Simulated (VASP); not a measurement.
# TiO2 in VASP: a PBE single point

TiO2 built on the anatase prototype, under +2.0 % equal strain in all directions is computed at one geometry. Runs: PBE.

Program: VASP 6.6.1. PAW datasets, plane waves. No spin polarisation and no zero-point or thermal motion.

**1. Starting point**

The cell comes from an earlier relaxation with r2SCAN in another program, then strained, with the atoms relaxed again.

The symmetry is I4_1/amd (No. 141, tetragonal); a = 3.853 Å, c = 9.775 Å in the conventional setting, 12.10 Å³ an atom. Near Ti stand 6 O at 1.98–2.00 Å; near O stand 3 Ti at 1.98–2.00 Å.

Structure file:

```xyz
6
Lattice="-1.9267 1.9267 4.8875 1.9267 -1.9267 4.8875 1.9267 1.9267 -4.8875" Properties=species:S:1:pos:R:3 pbc="T T T"
Ti    0.0000    1.9267    2.4438
Ti    0.0000    0.0000    0.0000
O     0.0000    1.9267    0.4409
O     0.0000    0.0000    7.7722
O     0.0000    0.0000    2.0029
O     0.0000    1.9267    4.4466
```

**2. Single point with PBE**

INCAR

```
ENCUT = 520.000000
SIGMA = 0.020000
EDIFF = 1.00e-07
GGA = PE
PREC = Accurate
IBRION = -1
ISIF = 2
ISMEAR = -1
NBANDS = 33
NELM = 120
NSW = 0
LASPH = .TRUE.
LCHARG = .TRUE.
LELF = .TRUE.
LWAVE = .FALSE.
LREAL = .FALSE.
```

KPOINTS

```
KPOINTS created by Atomic Simulation Environment
0
Gamma
10 10 10
0 0 0
```

KPOINTS_OPT

```
special points
11
Reciprocal
0.0000000000 0.0000000000 0.0000000000 1
0.0000000000 0.0000000000 0.5000000000 1
0.2500000000 0.2500000000 0.2500000000 1
0.0000000000 0.5000000000 0.0000000000 1
0.5000000000 0.5000000000 -0.5000000000 1
0.2888485976 0.7111514024 -0.2888485976 1
-0.2888485976 0.2888485976 0.2888485976 1
-0.0776971953 0.0776971953 0.5000000000 1
0.5000000000 0.5000000000 -0.0776971953 1
0.3000000000 0.3000000000 -0.3000000000 1
0.0000000000 0.0000000000 0.4270830000 1
```

POSCAR

```
Ti O
 1.0000000000000000
    -1.9266767868000001    1.9266767868000001    4.8875498066000000
     1.9266767868000001   -1.9266767868000001    4.8875498066000000
     1.9266767868000001    1.9266767868000001   -4.8875498066000000
 Ti  O
   2   4
Cartesian
 -0.0000000000000003  1.9266767868000008  2.4437749033000005
 -0.0000000000000000 -0.0000000000000000  0.0000000000000000
  0.0000000000000000  1.9266767868000001  0.4409184107256916
 -0.0000000000000000  0.0000000000000000  7.7722431206256921
  0.0000000000000000 -0.0000000000000000  2.0028564925743089
 -0.0000000000000000  1.9266767868000005  4.4466313958743093
```

Potentials: the recommended PBE PAW datasets, 48 valence electrons in the neutral cell.

Launch:

```bash
$ mpirun -np 1 vasp_std
```

Standard output, without the iteration lines:

```text
POSCAR found type information on POSCAR TiO
 POSCAR found :  2 types and       6 ions
 LDA part: xc-table for (Slater+PW92), standard interpolation
 POSCAR, INCAR and KPOINTS ok, starting setup
 FFT: planning ... GRIDC
 FFT: planning ... GRID_SOFT
 FFT: planning ... GRID
 WAVECAR not read
 entering main loop
 Start KPOINTS_OPT (optional k-point list driver)
k-point batch [1-11\11]
```

OSZICAR:

```text
N       E                     dE             d eps       ncg     rms          rms(c)
DAV:   1     0.654222843356E+03    0.65422E+03   -0.24169E+04  6733   0.166E+03
DAV:   2     0.280992776910E+02   -0.62612E+03   -0.58073E+03  7457   0.500E+02
DAV:   3    -0.667031313975E+02   -0.94802E+02   -0.93364E+02  9245   0.188E+02
DAV:   4    -0.714318840787E+02   -0.47288E+01   -0.47190E+01 10260   0.407E+01
DAV:   5    -0.716196509816E+02   -0.18777E+00   -0.18774E+00  8611   0.621E+00    0.304E+01
DAV:   6    -0.542655602211E+02    0.17354E+02   -0.83664E+01  9377   0.869E+01    0.120E+01
DAV:   7    -0.541757938912E+02    0.89766E-01   -0.16840E+01  9140   0.348E+01    0.886E+00
DAV:   8    -0.540222612584E+02    0.15353E+00   -0.55048E-01  8495   0.556E+00    0.698E+00
DAV:   9    -0.539740524511E+02    0.48209E-01   -0.15250E+00  9363   0.137E+01    0.365E+00
DAV:  10    -0.538368140438E+02    0.13724E+00   -0.86767E-01  9190   0.843E+00    0.105E+00
DAV:  11    -0.538225427115E+02    0.14271E-01   -0.61527E-02 10000   0.193E+00    0.559E-01
DAV:  12    -0.538216899762E+02    0.85274E-03   -0.12189E-02  8479   0.118E+00    0.248E-01
DAV:  13    -0.538208021732E+02    0.88780E-03   -0.24241E-03  9527   0.443E-01    0.411E-02
DAV:  14    -0.538208059822E+02   -0.38090E-05   -0.14843E-04  9263   0.100E-01    0.390E-02
DAV:  15    -0.538207938227E+02    0.12159E-04   -0.10240E-04  9148   0.715E-02    0.316E-03
DAV:  16    -0.538207949353E+02   -0.11125E-05   -0.69358E-06  8754   0.193E-02    0.457E-03
DAV:  17    -0.538207948598E+02    0.75483E-07   -0.54838E-07  8136   0.708E-03
   1 F= -.53820795E+02 E0= -.53820795E+02  d E =-.761800E-14
       N       E                     dE             ncg
DAV:   1     0.957961851070E+04   -0.14136E+05      726
DAV:   2     0.331473703061E+04   -0.62649E+04      827
DAV:   3     0.244642602537E+04   -0.86831E+03     1029
DAV:   4     0.238559145960E+04   -0.60835E+02     1052
DAV:   5     0.238295432949E+04   -0.26371E+01      963
DAV:   6     0.238290049732E+04   -0.53832E-01     1000
DAV:   7     0.238289886577E+04   -0.16315E-02      997
DAV:   8     0.238289884941E+04   -0.16354E-04      993
DAV:   9     0.238289884913E+04   -0.28517E-06      796
DAV:  10     0.238289884912E+04   -0.79499E-08      574
```

The lines after F= are the extra pass for the points of KPOINTS_OPT, at fixed density; their E is not a total energy.

OUTCAR, selected sections:

```text
k-points           NKPTS =    102   k-points in BZ     NKDIM =    102   number of bands    NBANDS=     33

   NELECT =      48.0000    total number of electrons

   dimension x,y,z NGX =    42 NGY =   42 NGZ =   42
   dimension x,y,z NGXF=    84 NGYF=   84 NGZF=   84

  energy-cutoff  :      520.00
  volume of cell :       72.57
      direct lattice vectors                 reciprocal lattice vectors
    -1.926676787  1.926676787  4.887549807     0.000000000  0.259514208  0.102300748
     1.926676787 -1.926676787  4.887549807     0.259514208  0.000000000  0.102300748
     1.926676787  1.926676787 -4.887549807     0.259514208  0.259514208  0.000000000

 k-points in reciprocal lattice and weights: KPOINTS created by Atomic Simulation Env
   0.00000000  0.00000000  0.00000000       0.001
   0.10000000 -0.00000000  0.00000000       0.008
   0.20000000 -0.00000000  0.00000000       0.008
   0.30000000  0.00000000  0.00000000       0.008
   0.40000000 -0.00000000  0.00000000       0.008
   0.50000000  0.00000000  0.00000000       0.004
   0.10000000  0.10000000  0.00000000       0.008
   0.20000000  0.10000000  0.00000000       0.016
[... 94 more k-points ...]

 E-fermi :   3.3428

 k-point     1 :       0.0000    0.0000    0.0000
  band No.  band energies     occupation
      1     -53.7592      2.00000
      2     -53.7148      2.00000
      3     -30.1499      2.00000
      4     -29.9525      2.00000
      5     -29.9525      2.00000
      6     -29.8970      2.00000
      7     -29.8970      2.00000
      8     -29.8362      2.00000
      9     -14.6097      2.00000
     10     -13.5904      2.00000
     11     -13.5746      2.00000
     12     -13.1568      2.00000
     13      -0.9751      2.00000
     14      -0.9562      2.00000
     15      -0.9562      2.00000
     16      -0.4018      2.00000
     17       0.8364      2.00000
     18       0.8777      2.00000
     19       0.8777      2.00000
     20       2.0521      2.00000
     21       2.0521      2.00000
     22       2.0563      2.00000
     23       2.4406      2.00000
     24       2.4406      2.00000
     25       4.8550      0.00000
     26       5.4918      0.00000
     27       6.6578      0.00000
     28       6.6578      0.00000
     29       6.6613      0.00000
     30       6.6613      0.00000
     31       7.4646      0.00000
     32       7.6818      0.00000
     33       7.7214      0.00000

 k-point     2 :       0.1000   -0.0000    0.0000
  band No.  band energies     occupation
      1     -53.7582      2.00000
      2     -53.7155      2.00000
      3     -30.1474      2.00000
      4     -29.9625      2.00000
      5     -29.9532      2.00000
      6     -29.9009      2.00000
      7     -29.8958      2.00000
      8     -29.8365      2.00000
      9     -14.5623      2.00000
     10     -13.5747      2.00000
     11     -13.5551      2.00000
     12     -13.1518      2.00000
     13      -1.0970      2.00000
     14      -0.9693      2.00000
     15      -0.9480      2.00000
     16      -0.4110      2.00000
     17       0.8455      2.00000
     18       0.8674      2.00000
     19       0.9138      2.00000
     20       1.8325      2.00000
     21       2.0192      2.00000
     22       2.0718      2.00000
     23       2.2839      2.00000
     24       2.4468      2.00000
     25       5.0653      0.00000
     26       5.5266      0.00000
     27       6.3623      0.00000
     28       6.4707      0.00000
     29       6.6134      0.00000
     30       6.7319      0.00000
     31       7.6386      0.00000
     32       7.7738      0.00000
     33       7.9957      0.00000

[... the tables of k-points 3 to 102 left out ...]

  Total       -2.9255708     -2.9255708     -1.6010474      0.0000000     -0.0000000      0.0000000
  in kB      -64.5880662    -64.5880662    -35.3464546      0.0000000     -0.0000000      0.0000000
  external PRESSURE =     -54.8408623 kB  Pullay stress =       0.0000000 kB

 POSITION                                       TOTAL-FORCE (eV/Angst)
 -----------------------------------------------------------------------------------
     -0.00000      1.92668      2.44377        -0.000000     -0.000000      0.000000
      0.00000      0.00000      0.00000        -0.000000     -0.000000      0.000000
      0.00000      1.92668      0.44092        -0.000000     -0.000000     -0.107618
      0.00000      0.00000      7.77224        -0.000000     -0.000000     -0.107618
      0.00000      0.00000      2.00286        -0.000000     -0.000000      0.107618
     -0.00000      1.92668      4.44663         0.000000      0.000000      0.107618
 -----------------------------------------------------------------------------------
    total drift:                               -0.000000      0.000000      0.000000

  FREE ENERGIE OF THE ION-ELECTRON SYSTEM (eV)
  ---------------------------------------------------
  free  energy   TOTEN  =       -53.8207948598 eV

  energy  without entropy=      -53.8207948598  energy(sigma->0) =      -53.82079486
```

Run time: 11 min. Hardware: 1 MPI rank of Intel Xeon Platinum 8488C, shared host; peak memory 0.48 GiB.

The levels at the points of KPOINTS_OPT are read from vasprun.xml.

Levels at the named points, in eV from the top of band v (v: the last filled band by count, c: the next):

```
point    v−1      v     c   c+1
    Γ  -0.35  -0.35  2.06  2.70
    X  -0.06  -0.06  3.09  3.09
    P  -0.26  -0.26  3.28  3.28
    N  -0.78  -0.59  3.06  3.34
    M  -0.06  -0.06  2.37  2.37
    S  -0.77  -0.75  3.07  3.28
  S_0  -0.77  -0.75  3.07  3.28
```

PBE gives an indirect gap of 2.06 eV, from (0.00, 0.00, 0.43) to Γ; the least direct gap is 2.31 eV. The pressure is -5.48 GPa, and the largest force is 0.108 eV/Å, on atom 3 (O).

Axes a, b and c in the maps are those of this run's conventional cell (a, b, c = 3.853, 3.853, 9.775 Å).

Density in a lattice plane of the grid's cell (edges 3.85 and 9.78 Å, at 0.000 of the third edge), which holds Ti and O.

Ten even steps from ' ' (0.01 e/Å³) to '@' (14.84 e/Å³):
```
--..    ::++::    ..
        ......      
....              ..
++::    ..--..    ::
::..    ++@@++    ..
        ..--..      
                    
        ......      
        ::++::      
        ..::..      
                    
                    
                    
                    
::..              ..
++::              ::
....              ..
                    
--..              ..
@@++    ..::..    ++
```
Columns run along the first of these edges and rows up along the second, over one cell in 10 and 20 even steps from the bottom left corner. Atoms in the plane (fractional): Ti at (0.50, 0.75), Ti at (0.00, 0.00), O at (0.50, 0.55), O at (0.00, 0.80), O at (0.00, 0.20), O at (0.50, 0.95).

ELF in the same plane.

Ten even steps from '0' (0.00) to '9' (0.98):
```
7417737714
2104888401
8840121048
3771474177
8842999248
7611575116
1001222100
0027888720
0048737840
0027888720
0003676300
0000010000
1000000000
7630000036
8872000278
3784000487
8872000278
2210010012
7511676115
9924888429
```
Columns run along the first of these edges and rows up along the second, over one cell in 10 and 20 even steps from the bottom left corner. Atoms in the plane (fractional): Ti at (0.50, 0.75), Ti at (0.00, 0.00), O at (0.50, 0.55), O at (0.00, 0.80), O at (0.00, 0.20), O at (0.50, 0.95).

Both are smooth fields of the valence electrons: close to the nuclei they are not physical.

The highest ELF values outside the cores: 0.85 in the shell around O, 0.6 Å from O.

**3. Results**

```
level  gap (eV)  pressure (GPa)  largest force (eV/Å)
  PBE      2.06           -5.48                 0.108
```

What this shows: Forces up to 0.11 eV/Å (PBE) show atoms off their equilibrium places at that level.
